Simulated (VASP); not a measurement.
# MgGa7N8 (a cell with a defect) in VASP: relaxation of the atoms with PBE

Aim: the relaxation of the atoms of MgGa7N8 (a cell with a defect) with PBE.

All numbers are computed with VASP 6.6.1; they aren't measurements. Logs are shortened: lines on timing, memory, paths and dates and some standing lists are left out, and cuts for length are marked.

**1. Starting point**

The cell holds a defect, 16 atoms: a = 5.244 Å, b = 6.435 Å, c = 6.435 Å, α = 120.00°, β = 90.00°, γ = 90.00°.

**2. Relaxation of the atoms, PBE**

INCAR

```
PREC = Normal ; ENCUT = 450
EDIFF = 1E-6 ; ISMEAR = 0
SIGMA = 0.01 ; LREAL = Auto
LASPH = T ; NELM = 80
ALGO = Normal ; ISIF = 2
LWAVE = F ; LCHARG = F
GGA = PE ; IBRION = 2
NSW = 70 ; EDIFFG = -0.025
ICORELEVEL = 1 ; NELECT = 132.0
ISYM = 0
```

KPOINTS

```
regular mesh
0
Gamma
  3 3 3
```

POSCAR

```
MgGa7N8
1.0
    0.0000000000      0.0000000000      5.2440550000
   -3.2177240000     -5.5732640000      0.0000000000
    6.4354500000      0.0000000000      0.0000000000
Mg Ga N
1 7 8
Direct
    0.0134350000      0.1604254900      0.8281899600
    0.9991860000      0.1666665000      0.3333330000
    0.9991860000      0.6666665000      0.8333330000
    0.9991860000      0.6666665000      0.3333330000
    0.4991860000      0.3333335000      0.1666670000
    0.4991860000      0.3333335000      0.6666670000
    0.4991860000      0.8333335000      0.1666670000
    0.4991860000      0.8333335000      0.6666670000
    0.3813533700      0.1576162800      0.8203634500
    0.3758140000      0.1666665000      0.3333330000
    0.3758140000      0.6666665000      0.8333330000
    0.3758140000      0.6666665000      0.3333330000
    0.8700109000      0.3305467100      0.1636997300
    0.8657082600      0.3228774800      0.6630585700
    0.8758140000      0.8333335000      0.1666670000
    0.8848355500      0.8414912700      0.6725327000
```

Potentials or basis: VASP PAW PBE potentials, release 64 (Mg, Ga_d, N).

The run is started by

```
$ cat potpaw_PBE.64/Mg/POTCAR potpaw_PBE.64/Ga_d/POTCAR potpaw_PBE.64/N/POTCAR > POTCAR
$ mpirun -np 4 vasp_std > vasp.out
```

OUTCAR:

```text
PREC = Normal
   ENCUT = 450
   EDIFF = 1E-6
   ISMEAR = 0
   LREAL = Auto
   LASPH = T
   NELM = 80
   ISIF = 2
   GGA = PE
   IBRION = 2
   NSW = 70
   EDIFFG = -0.025
   NELECT = 132.0
   ISYM = 0

 ion  position               nearest neighbor table
   1  0.013  0.160  0.828-  16 1.90   9 1.93  14 1.98  13 2.02   8 3.13   6 3.16   5 3.17   4 3.18
                             3 3.20   2 3.21   2 3.23   3 3.24   8 3.26   4 3.26   6 3.28
   2  0.999  0.167  0.333-  15 1.97  14 1.97  10 1.98  13 1.98   1 3.21   1 3.23
   3  0.999  0.667  0.833-  16 1.96  15 1.97  11 1.98  14 2.04   1 3.20   1 3.24
   4  0.999  0.667  0.333-  15 1.97  12 1.98  16 1.98  13 1.99   1 3.18   1 3.26
   5  0.499  0.333  0.167-  13 1.94  10 1.97  12 1.97   9 2.03   1 3.17
   6  0.499  0.333  0.667-  14 1.92   9 1.94  11 1.97  10 1.97   1 3.16   1 3.28
   7  0.499  0.833  0.167-  12 1.97  10 1.97  11 1.97  15 1.98
   8  0.499  0.833  0.667-   9 1.91  11 1.97  12 1.97  16 2.02   1 3.13   1 3.26
   9  0.381  0.158  0.820-   8 1.91   1 1.93   6 1.94   5 2.03
  10  0.376  0.167  0.333-   5 1.97   7 1.97   6 1.97   2 1.98
  11  0.376  0.667  0.833-   8 1.97   6 1.97   7 1.97   3 1.98
  12  0.376  0.667  0.333-   7 1.97   5 1.97   8 1.97   4 1.98
  13  0.870  0.331  0.164-   5 1.94   2 1.98   4 1.99   1 2.02
  14  0.866  0.323  0.663-   6 1.92   2 1.97   1 1.98   3 2.04
  15  0.876  0.833  0.167-   4 1.97   2 1.97   3 1.97   7 1.98
  16  0.885  0.841  0.673-   1 1.90   3 1.96   4 1.98   8 2.02

IMPORTANT INFORMATION: All symmetrisations will be switched off!
NOSYMM: (Re-)initialisation of all symmetry stuff for point group C_1.

----------------------------------------------------------------------------------------

                                     Primitive cell

  volume of cell :     188.0857

  direct lattice vectors                    reciprocal lattice vectors
     0.000000000  0.000000000  5.244055000     0.000000000  0.000000000  0.190692127
    -3.217724000 -5.573264000  0.000000000     0.000000000 -0.179428069  0.000000000
     6.435450000  0.000000000  0.000000000     0.155389289 -0.089714007  0.000000000

  length of vectors
     5.244055000  6.435450206  6.435450000     0.190692127  0.179428069  0.179428075

  position of ions in fractional coordinates (direct lattice)
     0.013435000  0.160425490  0.828189960
     0.999186000  0.166666500  0.333333000
     0.999186000  0.666666500  0.833333000
     0.999186000  0.666666500  0.333333000
     0.499186000  0.333333500  0.166667000
     0.499186000  0.333333500  0.666667000
[... 8 lines left out ...]
     0.875814000  0.833333500  0.166667000
     0.884835550  0.841491270  0.672532700

  ion indices of the primitive-cell ions
   primitive index   ion index
                 1           1
                 2           2
                 3           3
                 4           4
                 5           5
                 6           6
[... 8 lines left out ...]
                15          15
                16          16

----------------------------------------------------------------------------------------

 KPOINTS: regular mesh

Automatic generation of k-mesh.
 Grid dimensions read from file:
 generate k-points for:    3    3    3

 Generating k-lattice:

  Cartesian coordinates                     Fractional coordinates (reciprocal lattice)
     0.000000000  0.000000000  0.063564042     0.333333333  0.000000000  0.000000000
     0.000000000 -0.059809356  0.000000000     0.000000000  0.333333333  0.000000000
     0.051796430 -0.029904669  0.000000000     0.000000000 -0.000000000  0.333333333

  Length of vectors
     0.063564042  0.059809356  0.059809358

  Shift w.r.t. Gamma in fractional coordinates (k-lattice)
     0.000000000  0.000000000  0.000000000

 Subroutine IBZKPT returns following result:
 ===========================================

 Found     14 irreducible k-points:

 Following reciprocal coordinates:
            Coordinates               Weight
  0.000000  0.000000  0.000000      1.000000
  0.333333  0.000000  0.000000      2.000000
  0.000000  0.333333  0.000000      2.000000
  0.000000 -0.000000  0.333333      2.000000
  0.000000 -0.333333  0.333333      2.000000
  0.333333  0.333333  0.000000      2.000000
  0.333333 -0.000000  0.333333      2.000000
  0.333333 -0.333333  0.333333      2.000000
  0.333333 -0.333333  0.000000      2.000000
  0.333333  0.000000 -0.333333      2.000000
  0.333333  0.333333 -0.333333      2.000000
  0.000000  0.333333  0.333333      2.000000
  0.333333  0.333333  0.333333      2.000000
  0.333333 -0.333333 -0.333333      2.000000
   k-points           NKPTS =     14   k-points in BZ     NKDIM =     14   number of bands    NBANDS=     80
   number of dos      NEDOS =    301   number of ions     NIONS =     16
   total plane-waves  NPLWV =  36288
   dimension x,y,z NGX =    28 NGY =   36 NGZ =   36
   dimension x,y,z NGXF=    56 NGYF=   72 NGZF=   72
   ions per type =               1   7   8
   NGX,Y,Z   is equivalent  to a cutoff of   8.88,  9.30,  9.30 a.u.
   NGXF,Y,Z  is equivalent  to a cutoff of  17.75, 18.60, 18.60 a.u.
 SYSTEM =  unknown system
   PREC   = normal    normal or accurate (medium, high low for compatibility)
   ISTART =      0    job   : 0-new  1-cont  2-samecut
   ICHARG =      2    charge: 1-file 2-atom 10-const
   ISPIN  =      1    spin polarized calculation?
   LNONCOLLINEAR =      F non collinear calculations
   LSORBIT =      F    spin-orbit coupling
   LASPH  =      T    aspherical Exc in radial PAW
   ENCUT  =  450.0 eV  33.07 Ry    5.75 a.u.   9.07 11.13 11.13*2*pi/ulx,y,z
   NELM   =     80;   NELMIN=  2; NELMDL= -5     # of ELM steps
   EDIFF  = 0.1E-05   stopping-criterion for ELM
   LREAL  =      T    real-space projection
   EDIFFG = -.3E-01   stopping-criterion for IOM
   NSW    =     70    number of steps for IOM
   IBRION =      2    ionic relax: 0-MD 1-quasi-New 2-CG
   NFREE  =      1    steps in history (QN), initial steepest desc. (CG)
   ISIF   =      2    stress and relaxation
   ISYM   =      0    0-nonsym 1-usesym 2-fastsym
   POTIM  = 0.5000    time-step for ionic-motion
   TEBEG  =    0.0;   TEEND  =   0.0 temperature during run
   PSTRESS=    0.0 pullay stress
   NELECT =     132.0000    total number of electrons
   NUPDOWN=      -1.0000    fix difference up-down
   EMIN   =  10.00;   EMAX   =-10.00  energy-range for DOS
   EFERMI =   0.00;   METHOD = LEGACY
   ISMEAR =     0;   SIGMA  =   0.01  broadening in eV -4-tet -1-fermi 0-gaus
   EFERMI_NEDOS =   21; number of points for ismear=-14 and -15
   IALGO  =     38    algorithm
   IMIX   =      4    mixing-type and parameters
     AMIX     =   0.40;   BMIX     =  1.00
     AMIX_MAG =   1.60;   BMIX_MAG =  1.00
  volume/ion in A,a.u.               =      11.76        79.33
  Fermi-wavevector in a.u.,A,eV,Ry     =   1.454837  2.749243 28.797404  2.116550
  Thomas-Fermi vector in A             =   2.571941
   LORBIT       =      0    0 simple, 1 ext, 2 COOP (PROOUT), +10 PAW based schemes
   GGA     = PE    functional components
   LHFCALC =     F    Hartree Fock is set to
   AEXX    =    0.0000 exact exchange contribution
   IVDW    =     0    specifies the selected vdW correction
   LEPSILON=     F    determine dielectric tensor
   LRPA    =     F    only Hartree local field effects (RPA)
 conjugate gradient relaxation of ions
 non-spin polarized calculation
 Gauss-broadening in eV      SIGMA  =   0.01
  energy-cutoff  :      450.00
  volume of cell :      188.09
 maximum number of plane-waves:      4098
   NGX = 19   NGY = 23   NGZ = 23

--------------------------------------- Ionic step        1  -------------------------------------------

 number of electron     132.0000470 magnetization

 Free energy of the ion-electron system (eV)
  ---------------------------------------------------
  ext. energy  EPLUGINS =         0.00000000
  ---------------------------------------------------
  free energy    TOTEN  =       -98.71235984 eV

  energy without entropy =      -98.71102341  energy(sigma->0) =      -98.71169162

------------------------ aborting loop because EDIFF is reached ----------------------------------------

  FORCE on cell =-STRESS in cart. coord.  units (eV):
  Direction    XX          YY          ZZ          XY          YZ          ZX
  --------------------------------------------------------------------------------------
  -------------------------------------------------------------------------------------
  Total       -9.4512563     -7.4425491     -5.4518214      0.7866886      0.1888039     -0.1884166
  in kB      -80.5089842    -63.3981396    -46.4404506      6.7012789      1.6082948     -1.6049962
  external PRESSURE =     -63.4491915 kB  Pullay stress =       0.0000000 kB
[... 131 lines left out ...]
  FREE ENERGIE OF THE ION-ELECTRON SYSTEM (eV)
  ---------------------------------------------------
  free  energy   TOTEN  =       -99.2099093490 eV

  energy  without entropy=      -99.2077895236  energy(sigma->0) =      -99.20884944

[... ionic steps 4 to 7 ...]

--------------------------------------- Ionic step        8  -------------------------------------------

 number of electron     132.0000384 magnetization

------------------------ aborting loop because EDIFF is reached ----------------------------------------

  FORCE on cell =-STRESS in cart. coord.  units (eV):
  Direction    XX          YY          ZZ          XY          YZ          ZX
  --------------------------------------------------------------------------------------
  -------------------------------------------------------------------------------------
  Total       -7.8072125     -7.7435676     -6.8809950      0.0026133      0.0175443     -0.0080976
  in kB      -66.5044658    -65.9623166    -58.6146333      0.0222614      0.1494482     -0.0689783
  external PRESSURE =     -63.6938053 kB  Pullay stress =       0.0000000 kB
[... 85 lines left out ...]
  energy  without entropy=      -99.2474777589  energy(sigma->0) =      -99.24861228

--------------------------------------- Ionic step       10  -------------------------------------------

 number of electron     132.0000389 magnetization

 Free energy of the ion-electron system (eV)
  ---------------------------------------------------
  ext. energy  EPLUGINS =         0.00000000
  ---------------------------------------------------
  free energy    TOTEN  =       -99.25004695 eV

  energy without entropy =      -99.24777759  energy(sigma->0) =      -99.24891227

 the core state eigenenergies are
   1-  1s  -1247.7720  2s    -68.3591  2p    -35.1094
   2-  1s -10217.7507  2s  -1251.1333  2p  -1087.5935  3s   -137.3589  3p    -88.1002

   3-  1s -10217.7499  2s  -1251.1327  2p  -1087.5929  3s   -137.3589  3p    -88.1003

   4-  1s -10217.7483  2s  -1251.1312  2p  -1087.5913  3s   -137.3575  3p    -88.0989

   5-  1s -10217.7090  2s  -1251.0876  2p  -1087.5482  3s   -137.3123  3p    -88.0536

   6-  1s -10217.7095  2s  -1251.0882  2p  -1087.5488  3s   -137.3128  3p    -88.0541

   7-  1s -10217.7708  2s  -1251.1454  2p  -1087.6062  3s   -137.3816  3p    -88.1236

   8-  1s -10217.7065  2s  -1251.0856  2p  -1087.5461  3s   -137.3111  3p    -88.0524

   9-  1s   -370.6842
  10-  1s   -371.0105
  11-  1s   -371.0108
  12-  1s   -371.0103
  13-  1s   -370.7944
  14-  1s   -370.7976
  15-  1s   -371.0888
  16-  1s   -370.7960

 E-fermi :   4.2041     XC(G=0): -11.2504

 val. band max:        4.0337844824   @ k =   0.3333   0.3333   0.3333
 cond. band min:       4.2061293316   @ k =   0.3333   0.3333  -0.3333
 fundamental gap:      0.1723448491
 Fermi energy:         4.2041196028

 k-point     1 :       0.0000    0.0000    0.0000
  band No.  band energies     occupation
      1     -11.0093      2.00000
      2     -10.2671      2.00000
      3     -10.2642      2.00000
      4     -10.2629      2.00000
      5     -10.1586      2.00000
      6     -10.0035      2.00000
[... 1123 lines left out ...]
     77      11.9645      0.00000
     78      12.0518      0.00000
 [bands above 78 left out]

------------------------ aborting loop because EDIFF is reached ----------------------------------------

  FORCE on cell =-STRESS in cart. coord.  units (eV):
  Direction    XX          YY          ZZ          XY          YZ          ZX
  --------------------------------------------------------------------------------------
  -------------------------------------------------------------------------------------
  Total       -7.7967751     -7.7636927     -6.8932884     -0.0164344      0.0025637     -0.0020905
  in kB      -66.4155563    -66.1337494    -58.7193528     -0.1399938      0.0218382     -0.0178075
  external PRESSURE =     -63.7562195 kB  Pullay stress =       0.0000000 kB
[... 31 lines left out ...]
  FREE ENERGIE OF THE ION-ELECTRON SYSTEM (eV)
  ---------------------------------------------------
  free  energy   TOTEN  =       -99.2500469515 eV

  energy  without entropy=      -99.2477775854  energy(sigma->0) =      -99.24891227

 reached required accuracy - stopping structural energy minimisation
```

Run time: 2.5 min. Hardware: 4 MPI ranks of Intel Xeon 6975P-C (Granite Rapids), shared host; peak memory 0.15 GiB.

Results:

* Free energy: -99.2500 eV
* Energy gained by relaxing: 33.6 meV/atom
* Ionic steps: 10
* Largest force after relaxing: 0.013 eV/Å
* Band gap on the k mesh: none (metal or under the smearing width)

Forces in eV/Å, atoms in the order of the input:
```
Mg  -0.001 -0.006 -0.004
Ga   0.001 -0.002  0.012
Ga  -0.013  0.000 -0.003
Ga  -0.004  0.006 -0.004
Ga   0.010  0.001 -0.003
Ga   0.010  0.000 -0.002
Ga  -0.001  0.003  0.010
Ga   0.000 -0.006 -0.007
N    0.004 -0.010 -0.002
N    0.005 -0.001  0.000
N    0.001  0.002  0.000
N   -0.004  0.007 -0.001
N    0.002  0.002 -0.003
N    0.000  0.003 -0.004
N   -0.005  0.000  0.012
N   -0.005  0.002  0.000
```

Step by step:
| step | energy change (eV) | largest force (eV/Å) | pressure (GPa) |
| --- | --- | --- | --- |
| 1 | 0.0000 | 2.9323 | -6.34 |
| 2 | -0.4958 | 0.4271 | -6.40 |
| 3 | -0.4975 | 0.4424 | -6.35 |
| 4 | -0.5306 | 0.2159 | -6.35 |
| 5 | -0.5326 | 0.1477 | -6.35 |
| 6 | -0.5362 | 0.0565 | -6.37 |
| 7 | -0.5364 | 0.0791 | -6.36 |
| 8 | -0.5372 | 0.0411 | -6.37 |
| 9 | -0.5374 | 0.0456 | -6.37 |
| 10 | -0.5377 | 0.0131 | -6.38 |

Final structure:
```yaml
crystal:
  lattice:
    - [0.00000, 0.00000, 5.24406]
    - [-3.21772, -5.57326, 0.00000]
    - [6.43545, 0.00000, 0.00000]
  atoms:
    - { symbol: Mg, position: [0.00103, 0.16504, 0.83194] }
    - { symbol: Ga, position: [0.99941, 0.16551, 0.33210] }
    - { symbol: Ga, position: [0.99977, 0.66541, 0.83273] }
    - { symbol: Ga, position: [0.99976, 0.66557, 0.33252] }
    - { symbol: Ga, position: [0.50118, 0.33293, 0.16665] }
    - { symbol: Ga, position: [0.50115, 0.33281, 0.66433] }
    - { symbol: Ga, position: [0.49790, 0.83225, 0.16564] }
    - { symbol: Ga, position: [0.50138, 0.83022, 0.66466] }
    - { symbol: N, position: [0.39608, 0.16515, 0.83172] }
    - { symbol: N, position: [0.37506, 0.16462, 0.33138] }
    - { symbol: N, position: [0.37525, 0.66581, 0.83316] }
    - { symbol: N, position: [0.37523, 0.66597, 0.33180] }
    - { symbol: N, position: [0.87142, 0.34002, 0.18100] }
    - { symbol: N, position: [0.87140, 0.33994, 0.65771] }
    - { symbol: N, position: [0.87537, 0.83219, 0.16588] }
    - { symbol: N, position: [0.87150, 0.81620, 0.65796] }
```

Core levels (eV, on the scale of the bands):
```
atom                                                    levels
1 Mg                            1s -1247.8, 2s -68.4, 2p -35.1
2 Ga  1s -10217.8, 2s -1251.1, 2p -1087.6, 3s -137.4, 3p -88.1
3 Ga  1s -10217.7, 2s -1251.1, 2p -1087.6, 3s -137.4, 3p -88.1
4 Ga  1s -10217.7, 2s -1251.1, 2p -1087.6, 3s -137.4, 3p -88.1
5 Ga  1s -10217.7, 2s -1251.1, 2p -1087.5, 3s -137.3, 3p -88.1
6 Ga  1s -10217.7, 2s -1251.1, 2p -1087.5, 3s -137.3, 3p -88.1
```

Caveat: the k mesh is coarse (spacing up to 0.40 Å⁻¹), so the values aren't converged; the cell is charged against a uniform background, so pressure and absolute levels hang on convention; the cutoff is under 1.25 times the usual one of these potentials, so pressure, stress and relaxed cells hold a basis-set (Pulay) error.
